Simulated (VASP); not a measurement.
Level of theory: PBE GGA, VASP's PBE PAW potentials (set 64) (plane waves; VASP).

The input files of a VASP run:

**INCAR**
```
SYSTEM = C
PREC = Accurate
ENCUT = 520
EDIFF = 1E-8
NELM = 100
ALGO = Normal
LREAL = .FALSE.
LASPH = .TRUE.
ISMEAR = 0
SIGMA = 0.01
GGA = PE
LWAVE = .FALSE.
LCHARG = .FALSE.
IBRION = 8
NSW = 1
LEPSILON = .TRUE.
```

**POSCAR**
```
C
1
    0.0000000000     1.7867216391     1.7867216391
    1.7867216391    -0.0000000000     1.7867216391
    1.7867216391     1.7867216391     0.0000000000
C
2
Direct
  0.0000000000   0.0000000000   0.0000000000
  0.2500000000   0.2500000000   0.2500000000
```

File KPOINTS:
```
Automatic mesh
0
Gamma
13 13 13
0 0 0
```

POTCAR, in this order: C (PBE.64 set). Program: vasp_std.

The resulting files:

**OUTCAR**
```
 ion  position               nearest neighbor table
   1  0.000  0.000  0.000-   2 1.55   2 1.55   2 1.55   2 1.55
   2  0.250  0.250  0.250-   1 1.55   1 1.55   1 1.55   1 1.55
  LATTYP: Found a face centered cubic cell.
 ALAT       =     3.5734432782
 Subroutine PRICEL returns:
 Original cell was already a primitive cell.
 Subroutine GETGRP returns: Found 48 space group operations
The static configuration has the point symmetry T_d .
 The point group associated with its full space group is O_h .
The dynamic configuration has the point symmetry T_d .
 Subroutine INISYM returns: Found 48 space group operations
 Subroutine IBZKPT returns following result:
 Found     84 irreducible k-points:

 Following reciprocal coordinates:
            Coordinates               Weight
  0.000000  0.000000  0.000000      1.000000
  0.076923  0.000000  0.000000      8.000000
  0.153846  0.000000  0.000000      8.000000
  0.230769  0.000000  0.000000      8.000000
  0.307692  0.000000  0.000000      8.000000
  0.384615  0.000000  0.000000      8.000000
  0.461538  0.000000  0.000000      8.000000
  0.076923  0.076923  0.000000      6.000000
  0.153846  0.076923  0.000000     24.000000
  0.230769  0.076923  0.000000     24.000000
  0.307692  0.076923  0.000000     24.000000
  0.384615  0.076923  0.000000     24.000000
  0.461538  0.076923  0.000000     24.000000
 -0.461538  0.076923  0.000000     24.000000
 -0.384615  0.076923  0.000000     24.000000
 -0.307692  0.076923  0.000000     24.000000
 -0.230769  0.076923  0.000000     24.000000
 -0.153846  0.076923  0.000000     24.000000
 -0.076923  0.076923  0.000000     12.000000
  0.153846  0.153846  0.000000      6.000000
  0.230769  0.153846  0.000000     24.000000
  0.307692  0.153846  0.000000     24.000000
  0.384615  0.153846  0.000000     24.000000
  0.461538  0.153846  0.000000     24.000000
 -0.461538  0.153846  0.000000     24.000000
 -0.384615  0.153846  0.000000     24.000000
 -0.307692  0.153846  0.000000     24.000000
 -0.230769  0.153846  0.000000     24.000000
 -0.153846  0.153846  0.000000     12.000000
  0.230769  0.230769  0.000000      6.000000
  0.307692  0.230769  0.000000     24.000000
  0.384615  0.230769  0.000000     24.000000
  0.461538  0.230769  0.000000     24.000000
 -0.461538  0.230769  0.000000     24.000000
 -0.384615  0.230769  0.000000     24.000000
 -0.307692  0.230769  0.000000     24.000000
 -0.230769  0.230769  0.000000     12.000000
  0.307692  0.307692  0.000000      6.000000
  0.384615  0.307692  0.000000     24.000000
  0.461538  0.307692  0.000000     24.000000
 Subroutine IBZKPT_HF returns following result:
   k-points           NKPTS =     84   k-points in BZ     NKDIM =     84   number of bands    NBANDS=      8
   number of dos      NEDOS =    301   number of ions     NIONS =      2
   total plane-waves  NPLWV =   8000
   dimension x,y,z NGX =    20 NGY =   20 NGZ =   20
   dimension x,y,z NGXF=    40 NGYF=   40 NGZF=   40
   ions per type =               2
   PREC   = accura    normal or accurate (medium, high low for compatibility)
   ISTART =      0    job   : 0-new  1-cont  2-samecut
   ICHARG =      2    charge: 1-file 2-atom 10-const
   ISPIN  =      1    spin polarized calculation?
   LNONCOLLINEAR =      F non collinear calculations
   LSORBIT =      F    spin-orbit coupling
   INIWAV =      1    electr: 0-lowe 1-rand  2-diag
   ENCUT  =  520.0 eV  38.22 Ry    6.18 a.u.   4.70  4.70  4.70*2*pi/ulx,y,z
   NELM   =    100;   NELMIN=  2; NELMDL= -5     # of ELM steps
   EDIFF  = 0.1E-07   stopping-criterion for ELM
   LREAL  =      F    real-space projection
...
```

OSZICAR:
```
...
 Linear response G [H, r] |phi>, progress :
  Direction:   3
       N       E                     dE             d eps       ncg     rms
RMM:   1    -0.257680045536E+02   -0.25768E+02    0.19138E+01  2964   0.520E+01
RMM:   2    -0.223954672470E+02    0.33725E+01   -0.99739E-01  2090   0.103E+01
RMM:   3    -0.224160183907E+02   -0.20551E-01   -0.11172E-03  2177   0.813E-01
RMM:   4    -0.224168715981E+02   -0.85321E-03    0.90032E-04  2269   0.106E-01
RMM:   5    -0.224169607217E+02   -0.89124E-04    0.22905E-04  2207   0.159E-02
RMM:   6    -0.224169795538E+02   -0.18832E-04    0.51554E-05  2118   0.257E-03
RMM:   7    -0.224169835219E+02   -0.39681E-05    0.16311E-05  1654   0.511E-04
RMM:   8    -0.224169839504E+02   -0.42849E-06    0.53992E-05  1347   0.106E-04
RMM:   9    -0.224169845779E+02   -0.62752E-06    0.28901E-05  1259   0.509E-05
RMM:  10    -0.224169845844E+02   -0.65400E-08    0.68897E-06  1057   0.385E-05
RMM:  11    -0.224169846456E+02   -0.61198E-07    0.46075E-07   812   0.371E-05
RMM:  12    -0.224169846455E+02    0.67715E-10    0.00000E+00   566   0.371E-05
 Linear response to external field (no local field effect), progress :
  Direction:   1
       N       E                     dE             d eps       ncg     rms          rms(c)
RMM:   1    -0.184533249916E+00   -0.18453E+00   -0.68681E-01  2741   0.286E+00
RMM:   2    -0.188833567348E+00   -0.43003E-02   -0.14991E-03  2100   0.354E-01
RMM:   3    -0.188845893013E+00   -0.12326E-04   -0.10663E-05  2121   0.236E-02
RMM:   4    -0.188845989040E+00   -0.96027E-07   -0.87432E-08  2126   0.251E-03
RMM:   5    -0.188845989709E+00   -0.66892E-09   -0.84171E-10  1751   0.209E-04
 Linear response to external field (no local field effect), progress :
  Direction:   2
       N       E                     dE             d eps       ncg     rms          rms(c)
RMM:   1    -0.182198572348E+00   -0.18220E+00   -0.66162E-01  2733   0.289E+00
RMM:   2    -0.186430659198E+00   -0.42321E-02   -0.14067E-03  2105   0.355E-01
RMM:   3    -0.186441302047E+00   -0.10643E-04   -0.97290E-06  2118   0.227E-02
RMM:   4    -0.186441386845E+00   -0.84797E-07   -0.73641E-08  2136   0.233E-03
RMM:   5    -0.186441387380E+00   -0.53523E-09   -0.70555E-10  1742   0.191E-04
 Linear response to external field (no local field effect), progress :
  Direction:   3
       N       E                     dE             d eps       ncg     rms          rms(c)
RMM:   1    -0.919184280133E-01   -0.91918E-01   -0.33208E-01  2733   0.214E+00
RMM:   2    -0.942223264393E-01   -0.23039E-02   -0.71766E-04  2103   0.249E-01
RMM:   3    -0.942290858151E-01   -0.67594E-05   -0.63231E-06  2122   0.171E-02
RMM:   4    -0.942291557065E-01   -0.69891E-07   -0.58128E-08  2162   0.187E-03
RMM:   5    -0.942291562766E-01   -0.57011E-09   -0.80508E-10  1615   0.171E-04
 Linear response to external field, progress :
  Direction:   1
       N       E                     dE             d eps       ncg     rms          rms(c)
RMM:   1    -0.152899997559E+00   -0.15290E+00   -0.56033E-01  6407   0.263E+00
RMM:   2    -0.156495605172E+00   -0.35956E-02   -0.12031E-03  4917   0.319E-01    0.714E-01
RMM:   3    -0.155987497324E+00    0.50811E-03   -0.75363E-04  4948   0.259E-01    0.425E-01
RMM:   4    -0.164178449138E+00   -0.81910E-02   -0.11293E-03  4882   0.330E-01    0.387E-02
RMM:   5    -0.164939250095E+00   -0.76080E-03   -0.20142E-05  4957   0.426E-02    0.363E-03
RMM:   6    -0.164972554635E+00   -0.33305E-04   -0.21651E-07  5198   0.494E-03    0.189E-03
RMM:   7    -0.164988289192E+00   -0.15735E-04   -0.12259E-07  5088   0.414E-03    0.183E-04
RMM:   8    -0.164989280248E+00   -0.99106E-06   -0.63414E-10  4759   0.271E-04    0.497E-05
RMM:   9    -0.164989233580E+00    0.46668E-07   -0.10060E-10  4202   0.108E-04    0.457E-06
 Linear response to external field, progress :
  Direction:   2
       N       E                     dE             d eps       ncg     rms          rms(c)
RMM:   1    -0.152872918379E+00   -0.15287E+00   -0.56006E-01  6421   0.263E+00
RMM:   2    -0.156495478639E+00   -0.36226E-02   -0.12105E-03  4917   0.319E-01    0.714E-01
RMM:   3    -0.155988514516E+00    0.50696E-03   -0.75404E-04  4948   0.259E-01    0.425E-01
RMM:   4    -0.164178541317E+00   -0.81900E-02   -0.11294E-03  4882   0.330E-01    0.387E-02
RMM:   5    -0.164939122653E+00   -0.76058E-03   -0.20136E-05  4958   0.426E-02    0.363E-03
RMM:   6    -0.164972566925E+00   -0.33444E-04   -0.21614E-07  5197   0.494E-03    0.189E-03
RMM:   7    -0.164988288204E+00   -0.15721E-04   -0.12256E-07  5086   0.414E-03    0.184E-04
RMM:   8    -0.164989281830E+00   -0.99363E-06   -0.63298E-10  4766   0.272E-04    0.497E-05
RMM:   9    -0.164989234585E+00    0.47246E-07   -0.83058E-11  4205   0.109E-04    0.458E-06
 Linear response to external field, progress :
  Direction:   3
       N       E                     dE             d eps       ncg     rms          rms(c)
RMM:   1    -0.152877334841E+00   -0.15288E+00   -0.56011E-01  6420   0.263E+00
RMM:   2    -0.156495484158E+00   -0.36181E-02   -0.12101E-03  4917   0.319E-01    0.714E-01
RMM:   3    -0.155988516442E+00    0.50697E-03   -0.75400E-04  4948   0.259E-01    0.425E-01
RMM:   4    -0.164178552993E+00   -0.81900E-02   -0.11294E-03  4882   0.330E-01    0.387E-02
RMM:   5    -0.164939123971E+00   -0.76057E-03   -0.20138E-05  4956   0.426E-02    0.363E-03
RMM:   6    -0.164972567567E+00   -0.33444E-04   -0.21607E-07  5201   0.494E-03    0.189E-03
RMM:   7    -0.164988289062E+00   -0.15721E-04   -0.12256E-07  5089   0.414E-03    0.184E-04
RMM:   8    -0.164989282576E+00   -0.99351E-06   -0.63085E-10  4762   0.272E-04    0.497E-05
RMM:   9    -0.164989235479E+00    0.47098E-07   -0.71091E-11  4202   0.109E-04    0.458E-06
 Linear response DOF=           1
 Linear response progress:
  Degree of freedom:   1/  1
       N       E                     dE             d eps       ncg     rms          rms(c)
RMM:   1    -0.119708798055E+00   -0.11971E+00   -0.13973E-02 13154   0.256E+00
RMM:   2    -0.110943049212E+00    0.87657E-02   -0.37600E-03  8419   0.504E-01    0.175E-01
RMM:   3    -0.111065072004E+00   -0.12202E-03   -0.41593E-04  8123   0.133E-01    0.974E-02
RMM:   4    -0.111824528866E+00   -0.75946E-03   -0.44180E-04  7807   0.138E-01    0.136E-02
RMM:   5    -0.111741600987E+00    0.82928E-04   -0.20961E-05  8741   0.207E-02    0.108E-03
RMM:   6    -0.111739182063E+00    0.24189E-05   -0.12852E-06  8611   0.156E-03    0.521E-04
RMM:   7    -0.111735351223E+00    0.38308E-05   -0.51994E-08  8927   0.725E-04    0.725E-05
RMM:   8    -0.111735702404E+00   -0.35118E-06   -0.53330E-08  8950   0.128E-04    0.193E-05
RMM:   9    -0.111735403818E+00    0.29859E-06    0.37533E-08  9151   0.365E-05    0.399E-06
RMM:  10    -0.111735403584E+00    0.23324E-09   -0.17564E-09  8652   0.751E-06    0.469E-07
 Linear response finished
```

File OUTCAR:
```
------------------------ aborting loop because EDIFF is reached ----------------------------------------

 HEAD OF MICROSCOPIC STATIC DIELECTRIC TENSOR (INDEPENDENT PARTICLE, excluding Hartree and local field effects)
 ------------------------------------------------------
           5.965065     0.000000     0.000000
           0.000000     5.965065    -0.000000
           0.000000     0.000000     5.965065
 ------------------------------------------------------

 MACROSCOPIC STATIC DIELECTRIC TENSOR (including local field effects in DFT)
 ------------------------------------------------------
           5.857839     0.000000    -0.000000
          -0.000000     5.857839     0.000000
           0.000000     0.000000     5.857839
 ------------------------------------------------------

 PIEZOELECTRIC TENSOR (including local field effects)  for field in x, y, z        (e  Angst)
          XX          YY          ZZ          XY          YZ          ZX
  --------------------------------------------------------------------------------
  x     0.00000     0.00000     0.00000     0.00000     0.00000     0.00000
  y     0.00000    -0.00000     0.00000     0.00000     0.00000    -0.00000
  z     0.00000     0.00000     0.00000     0.00000     0.00000     0.00000

 PIEZOELECTRIC TENSOR (including local field effects)  for field in x, y, z        (C/m^2)
          XX          YY          ZZ          XY          YZ          ZX
  --------------------------------------------------------------------------------
  x     0.00000     0.00000     0.00000     0.00000     0.00000     0.00000
  y     0.00000    -0.00000     0.00000     0.00000     0.00000    -0.00000
  z     0.00000     0.00000     0.00000     0.00000     0.00000     0.00000

 BORN EFFECTIVE CHARGES (including local field effects) (in |e|, cummulative output)
 ---------------------------------------------------------------------------------
 ion    1
    1    -0.00000     0.00000     0.00000
    2     0.00000    -0.00000     0.00000
    3     0.00000     0.00000    -0.00000
 ion    2
    1     0.00000    -0.00000     0.00000
    2     0.00000     0.00000    -0.00000
    3    -0.00000     0.00000     0.00000

   1 f  =   38.704091 THz   243.184979 2PiTHz 1291.029526 cm-1   160.067189 meV
             X         Y         Z           dx          dy          dz
      0.000000  0.000000  0.000000     0.000000   -0.707107    0.000000
      0.893361  0.893361  0.893361     0.000000    0.707107    0.000000

   2 f  =   38.704091 THz   243.184979 2PiTHz 1291.029526 cm-1   160.067189 meV
             X         Y         Z           dx          dy          dz
      0.000000  0.000000  0.000000    -0.707107    0.000000    0.000000
      0.893361  0.893361  0.893361     0.707107    0.000000    0.000000

   3 f  =   38.704091 THz   243.184979 2PiTHz 1291.029526 cm-1   160.067189 meV
             X         Y         Z           dx          dy          dz
      0.000000  0.000000  0.000000     0.000000    0.000000   -0.707107
      0.893361  0.893361  0.893361     0.000000    0.000000    0.707107

   4 f  =    0.000000 THz     0.000000 2PiTHz    0.000000 cm-1     0.000000 meV
             X         Y         Z           dx          dy          dz
      0.000000  0.000000  0.000000     0.707107    0.000000    0.000000
      0.893361  0.893361  0.893361     0.707107    0.000000    0.000000

   5 f  =    0.000000 THz     0.000000 2PiTHz    0.000000 cm-1     0.000000 meV
             X         Y         Z           dx          dy          dz
      0.000000  0.000000  0.000000     0.000000    0.707107    0.000000
      0.893361  0.893361  0.893361     0.000000    0.707107    0.000000

   6 f  =    0.000000 THz     0.000000 2PiTHz    0.000000 cm-1     0.000000 meV
             X         Y         Z           dx          dy          dz
      0.000000  0.000000  0.000000     0.000000    0.000000    0.707107
      0.893361  0.893361  0.893361     0.000000    0.000000    0.707107

 MACROSCOPIC STATIC DIELECTRIC TENSOR IONIC CONTRIBUTION
 ------------------------------------------------------
           0.000000    -0.000000    -0.000000
          -0.000000     0.000000    -0.000000
          -0.000000    -0.000000     0.000000
 ------------------------------------------------------

 ELASTIC MODULI CONTR FROM IONIC RELAXATION (kBar)
 Direction    XX          YY          ZZ          XY          YZ          ZX
 --------------------------------------------------------------------------------
 XX          -0.0000     -0.0000      0.0000     -0.0000     -0.0000     -0.0000
 YY          -0.0000     -0.0000      0.0000      0.0000     -0.0000     -0.0000
 ZZ           0.0000      0.0000     -0.0000     -0.0000      0.0000      0.0000
 XY          -0.0000      0.0000     -0.0000    -29.5184      0.0000      0.0000
 YZ          -0.0000     -0.0000      0.0000      0.0000    -29.5184      0.0000
 ZX          -0.0000     -0.0000      0.0000      0.0000      0.0000    -29.5184
 --------------------------------------------------------------------------------

 PIEZOELECTRIC TENSOR IONIC CONTR  for field in x, y, z        (C/m^2)
          XX          YY          ZZ          XY          YZ          ZX
  --------------------------------------------------------------------------------
  x    -0.00000    -0.00000     0.00000     0.00000    -0.00000     0.00000
  y    -0.00000    -0.00000     0.00000     0.00000     0.00000    -0.00000
  z    -0.00000     0.00000    -0.00000    -0.00000     0.00000     0.00000
```
(Selected blocks of OUTCAR.)

The compound is C in the diamond structure. It was relaxed first.
